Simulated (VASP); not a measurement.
Level of theory: PBEsol GGA, VASP's PBE PAW potentials (set 64) (plane waves; VASP 6.6.1).

A VASP calculation is set up with these files.

File KPOINTS:
```
Regular mesh
0
G
 6 9 1
```

### POSCAR
```
Mg(100) slab
1
    5.0914326668     0.0000000000     0.0000000000
    0.0000000000     3.1909174511     0.0000000000
    0.0000000000     0.0000000000    25.9644923174
Mg
8
Direct
  0.2500000000   0.5000000000   0.3549435203
  0.7500000000   0.0000000000   0.3270941553
  0.2500000000   0.0000000000   0.4620432029
  0.7500000000   0.5000000000   0.4328952768
  0.2500000000   0.5000000000   0.5671047232
  0.7500000000   0.0000000000   0.5379567971
  0.2500000000   0.0000000000   0.6729058447
  0.7500000000   0.5000000000   0.6450564797
```

INCAR:
```
! general
SYSTEM = Mg(100) slab
PREC   = Normal
ENCUT  = 400
LREAL  = .FALSE.
LASPH  = .TRUE.

! electronic loop
EDIFF  = 1E-6
NELM   = 100
NELMIN = 4
ALGO   = Normal

! smearing
ISMEAR = 1
SIGMA  = 0.1

! functional
GGA    = PS

! output
LWAVE  = .FALSE.
LCHARG = .FALSE.
LORBIT = 11
LVHAR  = .TRUE.

! other
LDIPOL = .TRUE.
IDIPOL = 3
DIPOL  = 0.5 0.5 0.5
```

POTCAR, in this order: Mg (PBE.64 set). Program: vasp_std. Read from the step before: WAVECAR.

### Question
Estimate the energy per atom (σ→0), band gap (on the k-mesh).

### Answer

```json
{
 "energy per atom (σ→0)": "-1.547 eV/atom",
 "band gap (on the k-mesh)": "none (metal, semimetal or under 0.01 eV)"
}
```

File OSZICAR:
```
       N       E                     dE             d eps       ncg     rms          rms(c)
DAV:   1    -0.123776418970E+02   -0.12378E+02   -0.81829E-06   608   0.138E-02    0.171E-03
DAV:   2    -0.123776415327E+02    0.36428E-06   -0.19327E-06   541   0.862E-03    0.716E-04
DAV:   3    -0.123776414563E+02    0.76424E-07   -0.32138E-07   350   0.389E-03    0.348E-04
DAV:   4    -0.123776414380E+02    0.18276E-07   -0.13417E-07   295   0.239E-03
   1 F= -.12377641E+02 E0= -.12376607E+02  d E =-.310355E-02
```

The cell is a thin slab with vacuum, built from Mg (hcp): (100) face.
